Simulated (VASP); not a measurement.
Here is a VASP 6.6.1 calculation.

File INCAR:

```
PREC = Accurate
ENCUT = 520
EDIFF = 1E-6
ISMEAR = 0
SIGMA = 0.05
LREAL = F
LASPH = T
NELM = 150
ALGO = Normal
ISIF = 2
LWAVE = F
LCHARG = F
ISPIN = 2
MAGMOM = 0 0 0 0 2 2 2 2
LORBIT = 11
LMAXMIX = 6
```

KPOINTS

```
regular mesh
0
Gamma
  6 6 6
```

File POSCAR:

```
LaCo
6.0329
   -0.577352517032      0.577352517032      0.577352517032
    0.577352517032     -0.577352517032      0.577352517032
    0.577352517032      0.577352517032     -0.577352517032
La Co
4 4
Direct
    0.5000000000      0.0000000000      0.0189750000
    0.0000000000      0.0189750000      0.5000000000
    0.0189750000      0.5000000000      0.0000000000
    0.4810250000      0.4810250000      0.4810250000
    0.5000000000      0.0000000000      0.5840200000
    0.0000000000      0.5840200000      0.5000000000
    0.5840200000      0.5000000000      0.0000000000
    0.9159800000      0.9159800000      0.9159800000
```

Potentials or basis: VASP PAW LDA potentials, release 64 (La, Co).

The run is started by

```console
$ cat potpaw_LDA.64/La/POTCAR potpaw_LDA.64/Co/POTCAR > POTCAR
$ mpirun -np 1 vasp_std > vasp.out
```

Question: What does it give for the largest force?

Answer: 0.434 eV/Å.

Question: What does it give for the pressure?

Answer: -7.3 GPa.

Question: What does it give for the net moment?

Answer: 0.57 μB per cell.

Question: Predict the band gap on the k mesh.

Answer: None (metal or under the smearing width).

Forces in eV/Å, atoms in the order of the input:
```
La  -0.251 -0.251  0.251
La  -0.251  0.251 -0.251
La   0.251 -0.251 -0.251
La   0.251  0.251  0.251
Co   0.110  0.110 -0.110
Co   0.110 -0.110  0.110
Co  -0.110  0.110  0.110
Co  -0.110 -0.110 -0.110
```

The run has no spin-orbit coupling, so splittings on La are missing.
